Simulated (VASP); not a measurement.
Write the native input for VASP 6.6.1 that does the following.

| Property | Result |
| --- | --- |
| Task | single point |
| Functional | PBEsol |
| Potentials or basis | VASP PAW PBE potentials, release 64 (S, C) |
| Cutoff | 520 eV |
| k mesh | 6 × 6 × 3 |
| Occupations | fermi-dirac, width 0.05 eV |
| Spin | no spin polarisation |
| Ladder | free |
| Further INCAR settings | ALGO = Normal; EDIFF = 1e-07; NBANDS = 25 |

The structure of CS2 lies in POSCAR:

```
CS2
1.0
    3.6457880000     -2.9943140000      0.0000000000
    3.6457880000      2.9943140000      0.0000000000
    0.0000000000      0.0000000000      9.8512570000
S C
4 2
Direct
    0.1815210000      0.8184790000      0.8868670000
    0.3184790000      0.6815210000      0.3868670000
    0.6815210000      0.3184790000      0.6131330000
    0.8184790000      0.1815210000      0.1131330000
    0.5000000000      0.5000000000      0.5000000000
    0.0000000000      0.0000000000      0.0000000000
```

The cell comes from a database or a generator and needn't be the stable form of this composition.

The input as run:

INCAR

```
SYSTEM = CS2
  ALGO = Normal
  EDIFF = 1E-7
  ENCUT = 520
  GGA = PS
  ISIF = 2
  ISMEAR = -1
  KPAR = 2
  LASPH = .TRUE.
  LCHARG = .FALSE.
  LREAL = .FALSE.
  LWAVE = .FALSE.
  NBANDS = 25
  NELM = 100
  PREC = Accurate
  SIGMA = 0.05
```

KPOINTS

```
k-points
0
G
  6 6 3
  0 0 0
```

Potentials or basis: VASP PAW PBE potentials, release 64 (S, C).

Run with:

```bash
$ cat potpaw_PBE.64/S/POTCAR potpaw_PBE.64/C/POTCAR > POTCAR
$ mpirun -np 2 vasp_std > vasp.out
```

Results of the run:

* Pressure: -0.4 GPa
* Largest force: 0.133 eV/Å
* Band gap on the k mesh: 3.43 eV, direct

Caveat: the PAW data sets were made with another functional, which shifts forces and pressure a little; an odd mesh through Γ misses points on the zone boundary, where band edges often lie.

Wall time 48 s on 2 MPI ranks on Intel(R) Xeon(R) Platinum 8488C (Sapphire Rapids), on a shared host, peak memory 0.36 GiB a rank.
